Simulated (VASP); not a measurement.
Method: PBE GGA, VASP's PBE PAW potentials (set 64) (plane waves; VASP).

The input files of a VASP run:

File POSCAR:
```
Tc
1
    2.7473869675     0.0000000000     0.0000000000
   -1.3736934837     2.3793073047     0.0000000000
    0.0000000000     0.0000000000     4.4013971944
Tc
2
Direct
  0.6666670000   0.3333330000   0.7500000000
  0.3333330000   0.6666670000   0.2500000000
```

File KPOINTS:
```
Automatic mesh
0
Gamma
17 17 9
0 0 0
```

**INCAR**
```
! general
SYSTEM  = Tc
PREC    = Normal
ENCUT   = 400
LREAL   = .FALSE.   ! projection in real space or not
LASPH   = .TRUE.   ! aspherical one-centre terms

! electronic loop
EDIFF   = 1E-5
NELM    = 100   ! most electronic steps
NELMIN  = 4
ALGO    = Fast
LMAXMIX = 4   ! l cut-off of mixed one-centre charges

! smearing
ISMEAR  = 1   ! Methfessel-Paxton
SIGMA   = 0.1

! functional
GGA     = PE   ! PBE

! ions
IBRION  = 2   ! conjugate gradients
NSW     = 20   ! most ionic steps
ISIF    = 2   ! forces and stress, cell fixed
EDIFFG  = -0.03   ! ionic stop

! output
LWAVE   = .FALSE.
LCHARG  = .FALSE.
```

POTCAR, in this order: Tc_pv (PBE.64 set). Program: vasp_std.

The resulting files:

File OUTCAR:
```
 ion  position               nearest neighbor table
   1  0.667  0.333  0.750-   2 2.71   2 2.71   2 2.71   2 2.71   2 2.71   2 2.71
   2  0.333  0.667  0.250-   1 2.71   1 2.71   1 2.71   1 2.71   1 2.71   1 2.71
  LATTYP: Found a hexagonal cell.
 ALAT       =     2.7473869675
 C/A-ratio  =     1.6020303097
 Subroutine PRICEL returns:
 Original cell was already a primitive cell.
 Subroutine GETGRP returns: Found 24 space group operations
The static configuration has the point symmetry D_3d.
 The point group associated with its full space group is D_6h.
The dynamic configuration has the point symmetry D_3d.
 Subroutine INISYM returns: Found 24 space group operations
 Subroutine IBZKPT returns following result:
 Found    165 irreducible k-points:

 Following reciprocal coordinates:
            Coordinates               Weight
  0.000000  0.000000  0.000000      1.000000
  0.058824  0.000000  0.000000      6.000000
  0.117647  0.000000  0.000000      6.000000
  0.176471  0.000000  0.000000      6.000000
  0.235294  0.000000  0.000000      6.000000
  0.294118 -0.000000  0.000000      6.000000
  0.352941 -0.000000  0.000000      6.000000
  0.411765 -0.000000  0.000000      6.000000
  0.470588  0.000000  0.000000      6.000000
  0.058824  0.058824  0.000000      6.000000
  0.117647  0.058824  0.000000     12.000000
  0.176471  0.058824  0.000000     12.000000
  0.235294  0.058824  0.000000     12.000000
  0.294118  0.058824  0.000000     12.000000
  0.352941  0.058824  0.000000     12.000000
  0.411765  0.058824  0.000000     12.000000
  0.470588  0.058824  0.000000      6.000000
  0.117647  0.117647  0.000000      6.000000
  0.176471  0.117647  0.000000     12.000000
  0.235294  0.117647  0.000000     12.000000
  0.294118  0.117647  0.000000     12.000000
  0.352941  0.117647  0.000000     12.000000
  0.411765  0.117647  0.000000     12.000000
  0.176471  0.176471  0.000000      6.000000
  0.235294  0.176471  0.000000     12.000000
  0.294118  0.176471  0.000000     12.000000
  0.352941  0.176471  0.000000     12.000000
  0.411765  0.176471  0.000000      6.000000
  0.235294  0.235294  0.000000      6.000000
  0.294118  0.235294  0.000000     12.000000
  0.352941  0.235294  0.000000     12.000000
  0.294118  0.294118  0.000000      6.000000
  0.352941  0.294118  0.000000      6.000000
  0.000000  0.000000  0.111111      2.000000
  0.058824  0.000000  0.111111     12.000000
  0.117647  0.000000  0.111111     12.000000
  0.176471  0.000000  0.111111     12.000000
  0.235294  0.000000  0.111111     12.000000
  0.294118 -0.000000  0.111111     12.000000
  0.352941 -0.000000  0.111111     12.000000
   k-points           NKPTS =    165   k-points in BZ     NKDIM =    165   number of bands    NBANDS=     17
   number of dos      NEDOS =    301   number of ions     NIONS =      2
   total plane-waves  NPLWV =   4704
   dimension x,y,z NGX =    14 NGY =   14 NGZ =   24
   dimension x,y,z NGXF=    28 NGYF=   28 NGZF=   48
   ions per type =               2
   PREC   = normal    normal or accurate (medium, high low for compatibility)
   ISTART =      0    job   : 0-new  1-cont  2-samecut
   ICHARG =      2    charge: 1-file 2-atom 10-const
   ISPIN  =      1    spin polarized calculation?
   LNONCOLLINEAR =      F non collinear calculations
   LSORBIT =      F    spin-orbit coupling
   INIWAV =      1    electr: 0-lowe 1-rand  2-diag
   ENCUT  =  400.0 eV  29.40 Ry    5.42 a.u.   4.48  4.48  7.18*2*pi/ulx,y,z
   NELM   =    100;   NELMIN=  4; NELMDL= -5     # of ELM steps
   EDIFF  = 0.1E-04   stopping-criterion for ELM
   LREAL  =      F    real-space projection
...
```

### OSZICAR
```
       N       E                     dE             d eps       ncg     rms          rms(c)
DAV:   1     0.274334557281E+03    0.27433E+03   -0.14695E+04  5698   0.132E+03
DAV:   2    -0.154005016100E+02   -0.28974E+03   -0.28699E+03  6226   0.413E+02
DAV:   3    -0.220923939304E+02   -0.66919E+01   -0.65758E+01  6713   0.738E+01
DAV:   4    -0.221595339586E+02   -0.67140E-01   -0.66715E-01  6335   0.690E+00
DAV:   5    -0.221600946291E+02   -0.56067E-03   -0.56063E-03  6312   0.622E-01    0.234E+01
RMM:   6    -0.208438790740E+02    0.13162E+01   -0.28892E+00  5610   0.159E+01    0.763E+00
RMM:   7    -0.207036703568E+02    0.14021E+00   -0.11340E+00  5659   0.845E+00    0.766E-01
RMM:   8    -0.207010036756E+02    0.26667E-02   -0.10354E-01  5695   0.258E+00    0.728E-01
RMM:   9    -0.207022955564E+02   -0.12919E-02   -0.27048E-02  5894   0.998E-01    0.194E-01
RMM:  10    -0.207021890928E+02    0.10646E-03   -0.37108E-03  5660   0.510E-01    0.251E-02
RMM:  11    -0.207022389818E+02   -0.49889E-04   -0.75739E-04  5963   0.175E-01    0.875E-03
RMM:  12    -0.207022462805E+02   -0.72987E-05   -0.93096E-05  4300   0.528E-02
   1 F= -.20702246E+02 E0= -.20702058E+02  d E =-.207022E+02
```

### OUTCAR
```
------------------------ aborting loop because EDIFF is reached ----------------------------------------
  FORCE on cell =-STRESS in cart. coord.  units (eV):
  Direction    XX          YY          ZZ          XY          YZ          ZX
  --------------------------------------------------------------------------------------
  Total       -0.0637047     -0.0637047     -0.1671506     -0.0000000      0.0000000      0.0000000
  in kB       -3.5474872     -3.5474884     -9.3080260     -0.0000000      0.0000000      0.0000000
  external PRESSURE =      -5.4676672 kB  Pullay stress =       0.0000000 kB
  volume of cell :       28.77
      direct lattice vectors                 reciprocal lattice vectors
     2.747386968  0.000000000  0.000000000     0.363982217  0.210145196  0.000000000
    -1.373693484  2.379307305  0.000000000     0.000000000  0.420290392  0.000000000
     0.000000000  0.000000000  4.401397194     0.000000000  0.000000000  0.227200581
 POSITION                                       TOTAL-FORCE (eV/Angst)
 -----------------------------------------------------------------------------------
      1.37369      0.79310      3.30105         0.000000     -0.000000      0.000000
     -0.00000      1.58621      1.10035        -0.000000      0.000000      0.000000
 -----------------------------------------------------------------------------------
    total drift:                                0.000206     -0.000119      0.000310
  FREE ENERGIE OF THE ION-ELECTRON SYSTEM (eV)
  ---------------------------------------------------
  free  energy   TOTEN  =       -20.7022462805 eV

  energy  without entropy=      -20.7016803971  energy(sigma->0) =      -20.70205765

 reached required accuracy - stopping structural energy minimisation
```
(Selected blocks of OUTCAR.)

### OUTCAR
```
 val. band max:       12.5402204034   @ k =   0.3529   0.0588   0.4444

 cond. band min:      12.5446757396   @ k =   0.4706   0.0588   0.1111


 Fermi energy:        12.5433892333

 k-point     1 :       0.0000    0.0000    0.0000
  band No.  band energies     occupation
      1     -26.8795      2.00000
      2     -25.7912      2.00000
      3     -25.7912      2.00000
      4     -25.6065      2.00000
      5     -25.6065      2.00000
      6     -25.5690      2.00000
      7       5.2643      2.00000
      8       7.1730      2.00000
      9      11.0242      2.00000
     10      11.0242      2.00000
     11      11.1012      2.00000
     12      11.7379      2.00000
     13      11.7379      2.00000
     14      12.4244      2.07053
     15      12.4244      2.07053
     16      14.2306     -0.00000
     17      15.0693      0.00000

 k-point     2 :       0.0588    0.0000    0.0000
  band No.  band energies     occupation
      1     -26.8656      2.00000
      2     -25.8226      2.00000
      3     -25.8015      2.00000
      4     -25.6392      2.00000
      5     -25.6108      2.00000
      6     -25.5749      2.00000
      7       5.3944      2.00000
      8       7.2793      2.00000
      9      10.7154      2.00000
     10      11.1349      2.00000
     11      11.3714      2.00000
     12      11.6684      2.00000
     13      11.8410      2.00000
     14      12.2697      2.00075
     15      12.3355      2.01228
     16      13.4230     -0.00000
     17      15.1377      0.00000

 k-point     3 :       0.1176    0.0000    0.0000
  band No.  band energies     occupation
      1     -26.8248      2.00000
      2     -25.9122      2.00000
      3     -25.8302      2.00000
      4     -25.7319      2.00000
      5     -25.6238      2.00000
      6     -25.5927      2.00000
      7       5.7682      2.00000
      8       7.5676      2.00000
      9      10.3240      2.00000
     10      11.4440      2.00000
     11      11.4615      2.00000
...
```

The compound is Tc in the hcp structure. It was relaxed first.
